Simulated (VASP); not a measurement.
**CdP: structure and properties in VASP**

Aim: relax CdP, then compute properties on the relaxed cell. The steps: full relaxation (vdW-DF2), second relaxation, single point with fields (vdW-DF2), band structure (vdW-DF2), total and projected DOS (vdW-DF2), bands along the symmetry lines (r2SCAN) and independent-particle dielectric function (vdW-DF2). The cell is invented: it takes the structure of a Materials Project entry for SnP (space group 225 there), with some of its atoms replaced by other elements, volume scaled by an estimate. It may not be a known or stable phase.

Method: vdW-DF2; plane waves and PAW (Cd, P), in the first sound run; inputs show where later runs differ, in VASP 6.6.1.

**1. Starting point**

Before any relaxation, the start is as follows. It takes space group Fm-3m (No. 225, cubic). Conventional cell: a = 5.431 Å, b = 5.431 Å, c = 5.431 Å, α = 90.00°, β = 90.00°, γ = 90.00°. Nearest to Cd lie 6 P at 2.72 Å. Nearest to P lie 6 Cd at 2.72 Å. It derives from SnP. it takes the structure of a Materials Project entry for SnP (space group 225 there), with some of its atoms replaced by other elements, volume scaled by an estimate. Farther neighbours are not listed.

**2. Full relaxation (vdW-DF2)**

Properties are meant for the cell that this level of theory prefers, so cell and atoms are relaxed first (ISIF = 3) until forces and stress are small; EDIFFG sets the threshold. vdW-DF2 was tuned for molecules and tends to expand solids. LUSE_VDW switches on a nonlocal correlation term for dispersion.

Contents of INCAR:

```
SYSTEM = CdP
PREC = Accurate
ENCUT = 400
EDIFF = 1E-06
NELM = 100
ISMEAR = 0
SIGMA = 0.05
LREAL = .FALSE.
ALGO = Normal
GGA = ML
AGGAC = 0
LUSE_VDW = .TRUE.
ZAB_VDW = -1.8867
LASPH = .TRUE.
LORBIT = 11
LWAVE = .FALSE.
LCHARG = .FALSE.
IBRION = 2
NSW = 60
ISIF = 3
EDIFFG = -0.01
```

Contents of POSCAR:

```
CdP
1.0
    0.0000000000      2.7155210000      2.7155210000
    2.7155210000      0.0000000000      2.7155210000
    2.7155210000      2.7155210000      0.0000000000
Cd P
1 1
Direct
    0.5000000000      0.5000000000      0.5000000000
    0.0000000000      0.0000000000      0.0000000000
```

Contents of KPOINTS:

```
Automatic mesh
0
Gamma
7 7 7
0 0 0
```

The projector-augmented-wave data sets are Cd and P (PBE family, release 64).

On the command line:

```console
$ mpirun -np 1 vasp_std
```

Log:

```text
[banner, memory and clock lines left out]
running    1 mpi-ranks, on    1 nodes
 distrk:  each k-point on    1 cores,    1 groups
 distr:  one band on    1 cores,    1 groups

 POSCAR found type information on POSCAR CdP
 POSCAR found :  2 types and       2 ions
|                                                                             |
|               ----> ADVICE to this user running VASP <----                  |
|                                                                             |
|     You have switched on vdW-DFT.                                           |
|     This routine was written and supplied by Jiri Klimes. We recommend      |
|     that you carefully read and cite the following publications:            |
|       J. Klimes, D.R. Bowler, A. Michelides                                 |
|          J. Phys.: Cond Matt. 22 022201 (2010)                              |
|       J. Klimes, D.R. Bowler, A. Michelides                                 |
|          Phys. Rev. B. 83, 195131 (2011)                                    |
|     and references therein.                                                 |
|                                                                             |

|                                                                             |
|               ----> ADVICE to this user running VASP <----                  |
|                                                                             |
|     You enforced a specific xc type in the INCAR file but a different       |
|     [... a line on the potential file left out ...]
|     I HOPE YOU KNOW WHAT YOU ARE DOING!                                     |
|                                                                             |

 LDA part: xc-table for (Slater+PW92), standard interpolation
 POSCAR, INCAR and KPOINTS ok, starting setup
 FFT: planning ... GRIDC
 FFT: planning ... GRID_SOFT
 FFT: planning ... GRID
 WAVECAR not read
 entering main loop
       N       E                     dE             d eps       ncg     rms          rms(c)
DAV:   1     0.843635700632E+02    0.84364E+02   -0.71607E+03   480   0.103E+03
DAV:   2     0.186027795689E+01   -0.82503E+02   -0.79745E+02   544   0.273E+02
DAV:   3    -0.635837043247E+00   -0.24961E+01   -0.24572E+01   552   0.478E+01
DAV:   4    -0.650242298528E+00   -0.14405E-01   -0.14393E-01   588   0.342E+00
DAV:   5    -0.650391266076E+00   -0.14897E-03   -0.14896E-03   568   0.336E-01    0.553E+00
DAV:   6    -0.203633756895E+00    0.44676E+00   -0.11896E+00   584   0.150E+01    0.496E+00
DAV:   7    -0.193904062211E+00    0.97297E-02   -0.16456E-01   544   0.344E+00    0.239E+00
DAV:   8    -0.196413313370E+00   -0.25093E-02   -0.12014E-02   548   0.169E+00    0.522E-01
DAV:   9    -0.196988692566E+00   -0.57538E-03   -0.20984E-03   548   0.681E-01    0.686E-02
DAV:  10    -0.196982229606E+00    0.64630E-05   -0.23920E-04   552   0.191E-01    0.248E-02
DAV:  11    -0.197012137494E+00   -0.29908E-04   -0.51829E-05   532   0.718E-02    0.167E-02
DAV:  12    -0.197010785262E+00    0.13522E-05   -0.13902E-05   516   0.337E-02    0.502E-03
DAV:  13    -0.197010737585E+00    0.47678E-07   -0.61994E-07   352   0.740E-03
   1 F= -.19701074E+00 E0= -.19447884E+00  d E =-.197011E+00
 curvature:   0.00 expect dE= 0.000E+00 dE for cont linesearch  0.000E+00
 trial: gam= 0.00000 g(F)=  0.136E-58 g(S)=  0.444E+00 ort = 0.000E+00 (trialstep = 0.100E+01)
 search vector abs. value=  0.444E+00
 bond charge predicted
       N       E                     dE             d eps       ncg     rms          rms(c)
DAV:   1    -0.467547166173E+01   -0.44785E+01   -0.10043E+02   524   0.154E+02    0.245E+01
DAV:   2    -0.936957661642E+00    0.37385E+01   -0.88540E+00   484   0.458E+01    0.813E+00
DAV:   3    -0.462223649244E+00    0.47473E+00   -0.78344E-01   544   0.133E+01    0.750E+00
DAV:   4    -0.353465410301E+00    0.10876E+00   -0.16381E-01   492   0.436E+00    0.221E+00
DAV:   5    -0.349286093429E+00    0.41793E-02   -0.12448E-02   512   0.119E+00    0.199E-01
DAV:   6    -0.349413902762E+00   -0.12781E-03   -0.87700E-04   520   0.228E-01    0.627E-02
DAV:   7    -0.349476086524E+00   -0.62184E-04   -0.47926E-05   528   0.723E-02    0.277E-02
DAV:   8    -0.349489647455E+00   -0.13561E-04   -0.21404E-05   508   0.627E-02    0.323E-03
DAV:   9    -0.349490248507E+00   -0.60105E-06   -0.95599E-07   304   0.147E-02
   2 F= -.34949025E+00 E0= -.34685939E+00  d E =-.152480E+00
 trial-energy change:   -0.152480  1 .order   -0.177647   -0.444260    0.088965
 step:   0.7854(harm=  0.8332)  dis= 0.00000  next Energy=    -0.359284 (dE=-0.162E+00)
 bond charge predicted
       N       E                     dE             d eps       ncg     rms          rms(c)
DAV:   1    -0.577504939134E+00   -0.22802E+00   -0.44454E+00   528   0.295E+01    0.331E+00
DAV:   2    -0.375284169063E+00    0.20222E+00   -0.62456E-01   488   0.131E+01    0.101E+00
DAV:   3    -0.360454355317E+00    0.14830E-01   -0.36495E-02   524   0.212E+00    0.791E-01
DAV:   4    -0.358404527565E+00    0.20498E-02   -0.44361E-03   484   0.515E-01    0.151E-01
DAV:   5    -0.358335064156E+00    0.69463E-04   -0.52438E-04   508   0.301E-01    0.852E-02
DAV:   6    -0.358349481341E+00   -0.14417E-04   -0.10670E-04   524   0.139E-01    0.165E-02
DAV:   7    -0.358349446107E+00    0.35234E-07   -0.42682E-06   540   0.172E-02
   3 F= -.35834945E+00 E0= -.35576855E+00  d E =-.161339E+00
 curvature:  -0.38 expect dE=-0.109E-06 dE for cont linesearch -0.109E-06
 trial: gam=-0.00080 g(F)=  0.117E-58 g(S)=  0.285E-06 ort = 0.356E-03 (trialstep = 0.957E+00)
 search vector abs. value=  0.100E-09
 reached required accuracy - stopping structural energy minimisation
```

It took 86 s on 1 MPI rank of AMD EPYC 7R43, shared host; peak memory 0.29 GiB.

Lines that name or quote the potential files are left out of all logs, and their timing lines are given in words.

Parts of OUTCAR (step 2):

```text
ion  position               nearest neighbor table
   1  0.500  0.500  0.500-   2 2.72   2 2.72   2 2.72   2 2.72   2 2.72   2 2.72
   2  0.000  0.000  0.000-   1 2.72   1 2.72   1 2.72   1 2.72   1 2.72   1 2.72

  LATTYP: Found a face centered cubic cell.
 ALAT       =     5.4310420000

 Subroutine GETGRP returns: Found 48 space group operations
 (whereof 48 operations were pure point group operations)

The static configuration has the point symmetry O_h .

 Found     20 irreducible k-points:

   k-points           NKPTS =     20   k-points in BZ     NKDIM =     20   number of bands    NBANDS=     12

   dimension x,y,z NGX =    28 NGY =   28 NGZ =   28
   dimension x,y,z NGXF=    56 NGYF=   56 NGZF=   56

   ENCUT  =  400.0 eV  29.40 Ry    5.42 a.u.   6.26  6.26  6.26*2*pi/ulx,y,z

   NELECT =      17.0000    total number of electrons

 k-points in reciprocal lattice and weights: Automatic mesh
   0.00000000  0.00000000  0.00000000       0.003
   0.14285714  0.00000000  0.00000000       0.023
   0.28571429  0.00000000  0.00000000       0.023
   0.42857143  0.00000000  0.00000000       0.023
   0.14285714  0.14285714  0.00000000       0.017
   0.28571429  0.14285714  0.00000000       0.070
   0.42857143  0.14285714  0.00000000       0.070
  -0.42857143  0.14285714  0.00000000       0.070
  -0.28571429  0.14285714  0.00000000       0.070
[...]
-0.42857143  0.42857143  0.14285714       0.070
  -0.28571429  0.42857143  0.14285714       0.070

 average (electrostatic) potential at core
       1 -39.1649       2 -85.7428

 E-fermi :   2.6895

 k-point     1 :       0.0000    0.0000    0.0000
  band No.  band energies     occupation
    ...
      2      -5.4182      2.00000
      3      -5.4182      2.00000
      4      -5.3924      2.00000
      5      -5.3924      2.00000
      6      -5.3924      2.00000
      7       2.8929      0.00000
      8       2.8929      0.00000
      9       2.8929      0.00000
     10       4.0921      0.00000
     11      11.2221      0.00000
    ...

 k-point     2 :       0.1429    0.0000    0.0000
  band No.  band energies     occupation
    ...
      3      -5.4492      2.00000
      4      -5.4001      2.00000
      5      -5.3679      2.00000
      6      -5.3679      2.00000
      7       1.3474      2.00000
      8       2.9793      0.00000
      9       2.9793      0.00000
     10       5.4768      0.00000
     11       9.9956      0.00000
     12      10.5558      0.00000

 k-point     3 :       0.2857    0.0000    0.0000
  band No.  band energies     occupation
    ...
      3      -5.5234      2.00000
      4      -5.4282      2.00000
      5      -5.3067      2.00000
      6      -5.3067      2.00000
      7      -0.4797      2.00000
      8       3.2036      0.00000
      9       3.2036      0.00000
     10       6.5094      0.00000
     11       8.9375      0.00000
     12       8.9375      0.00000

Total vdW correction in eV:      3.0184589

  Total        0.0019851      0.0019851      0.0019851     -0.0000000      0.0000000     -0.0000000
  in kB        0.0692036      0.0692036      0.0692036     -0.0000000      0.0000000     -0.0000000
  external PRESSURE =       0.0692036 kB  Pullay stress =       0.0000000 kB

  energy-cutoff  :      400.00
  volume of cell :       45.96
      direct lattice vectors                 reciprocal lattice vectors
     0.000000000  2.842994159  2.842994159    -0.175870921  0.175870921  0.175870921
     2.842994159  0.000000000  2.842994159     0.175870921 -0.175870921  0.175870921
     2.842994159  2.842994159  0.000000000     0.175870921  0.175870921 -0.175870921

 POSITION                                       TOTAL-FORCE (eV/Angst)
 -----------------------------------------------------------------------------------
      2.84299      2.84299      2.84299         0.000000      0.000000     -0.000000
      0.00000      0.00000      0.00000        -0.000000     -0.000000      0.000000
 -----------------------------------------------------------------------------------
    total drift:                                0.000000      0.000000      0.000000

  FREE ENERGIE OF THE ION-ELECTRON SYSTEM (eV)
  ---------------------------------------------------
  free  energy   TOTEN  =        -0.3583494461 eV

  energy  without entropy=       -0.3531876564  energy(sigma->0) =       -0.35576855

Total vdW correction in eV:      3.0184495

 reached required accuracy - stopping structural energy minimisation

 total charge
# of ion       s       p       d       tot
------------------------------------------
    1        0.485   0.259   9.506  10.251
    2        1.113   1.330   0.000   2.443
--------------------------------------------------
tot          1.598   1.589   9.506  12.693

[... 3 further parts left out ...]
```

CONTCAR:

```
CdP
   1.00000000000000
     0.0000000000000000    2.8429941588583896    2.8429941588583896
     2.8429941588583896    0.0000000000000000    2.8429941588583896
     2.8429941588583896    2.8429941588583896    0.0000000000000000
  Cd              P
     1     1
Direct
     0.5000000000000000    0.5000000000000000    0.5000000000000000
     0.0000000000000000    0.0000000000000000    0.0000000000000000
```

This run has no spin polarisation. Its electron count is odd, so without a moment it is a metal by construction. The k-mesh is coarse for a metal. The PAW data sets were made with PBE, which is usual practice but a small mismatch for other functionals. After so large a change of volume the plane waves of the start cell no longer fit, so the final stress carries a basis-set error. The run keeps the 48 symmetry operations of its start, so it cannot find a distortion of lower symmetry.

The steps of the relaxation:

```
step  energy less that of the first step (eV)  largest force (eV/Å)  pressure (GPa)  volume (Å³)
   1                                   0.0000                0.0000            9.91        40.05
   2                                  -0.1525                0.0000           -1.67        47.67
   3                                  -0.1613                0.0000            0.01        45.96
```

```
conventional cell, symmetrised  before  after   change
                         a (Å)   5.431  5.686   +4.7 %
                         b (Å)   5.431  5.686   +4.7 %
                         c (Å)   5.431  5.686   +4.7 %
              volume (Å³/atom)   20.02  22.98  +14.8 %
```

Final coordinates:

```xyz
2
Lattice="0.0000 2.8430 2.8430 2.8430 0.0000 2.8430 2.8430 2.8430 0.0000" Properties=species:S:1:pos:R:3 pbc="T T T"
Cd    2.8430    2.8430    2.8430
P     0.0000    0.0000    0.0000
```

Numbers from this step:

```yaml
electrons: 17
bands: 12
irreducible_k_points: 20
symmetry_operations: 48
free_energy_toten: -0.3583 eV
energy_at_zero_smearing: -0.3558 eV
fermi_energy: 2.689 eV
pressure: 0.006920 GPa
metallic: yes
scf_cycles_over_all_ionic_steps: 29
```

It ends with forces that vanish by symmetry and a pressure of 0.01 GPa.

(Part 1 of 4 ends here.)

[Lines on the potential files, build, host, timing and source positions are cut from VASP's logs without a mark.]

[Logs are printed without paths, hosts, clocks, repeated set-up lines and the standing remarks that a program may print on its own settings, such as how far it seeks lower states.]

[Hosts, paths, dates, database ids (printed as entryN), source tags and the programs' standing remarks are cut or masked in the printed files.]

[A measured line is paired with the nearest computed mode of its activity, which favours agreement.]
